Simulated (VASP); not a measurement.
An input for Quantum ESPRESSO's pw.x (written as the equivalent of a VASP run, and not itself run):

```
&CONTROL
  calculation = 'vc-relax'
  pseudo_dir = './pseudo'
  outdir = './out'
  tprnfor = .true.
  tstress = .true.
  nstep = 40
  forc_conv_thr = 0.00078
/
&SYSTEM
  ibrav = 0
  nat = 3
  ntyp = 2
  ecutwfc = 84
  occupations = 'smearing'
  smearing = 'methfessel-paxton'
  degauss = 0.00735
  input_dft = 'pbesol'
/
&ELECTRONS
  conv_thr = 7.3e-08
  electron_maxstep = 100
/
&IONS
/
&CELL
  press = 450
/
ATOMIC_SPECIES
  Mg 24.305 Mg.upf
  Ge 72.630 Ge.upf
CELL_PARAMETERS angstrom
     0.0000000    2.8739499    2.8739499
     2.8739499    0.0000000    2.8739499
     2.8739499    2.8739499    0.0000000
ATOMIC_POSITIONS crystal
  Mg   0.2500000  0.2500000  0.2500000
  Mg   0.7500000  0.7500000  0.7500000
  Ge   0.0000000  0.0000000  0.0000000
K_POINTS automatic
  9 9 9 0 0 0
```

**Question.** Write the VASP files for the same calculation (PBEsol).

**Answer.** One answer among several that fit: 
**KPOINTS**
```
K-points
0
G
 9 9 9
```

**POSCAR**
```
Mg2Ge
1.0
  0.0000000000   2.8739498910   2.8739498910
  2.8739498910   0.0000000000   2.8739498910
  2.8739498910   2.8739498910   0.0000000000
Mg Ge
2 1
direct
  0.2500000000   0.2500000000   0.2500000000
  0.7500000000   0.7500000000   0.7500000000
  0.0000000000   0.0000000000   0.0000000000
```

**INCAR**
```
ALGO = Normal
EDIFF = 1E-6
EDIFFG = -0.02
ENCUT = 500
GGA = PS
IBRION = 2
ISIF = 3
ISMEAR = 1
LASPH = T
LCHARG = F
LMAXMIX = 4
LREAL = F
LWAVE = F
NELM = 100
NSW = 40
PREC = Accurate
PSTRESS = 450
SIGMA = 0.1
SYSTEM = Mg2Ge
```

POTCAR, in this order: Mg Ge_d (PBE.64 set). Program: vasp_std.

What does not carry over: the potentials are each code's own (VASP's PAW set, PseudoDojo norm-conserving files in pw.x), so ENCUT and ecutwfc are chosen apart and not converted; conv_thr bounds pw.x's estimated SCF error, while EDIFF bounds the energy change between steps; forc_conv_thr acts on force components and is met together with etot_conv_thr.

The compound is Mg2Ge in the antifluorite structure. This run relaxes it under an external pressure of 45 GPa. Symmetry was kept, so distortions that lower it aren't found.
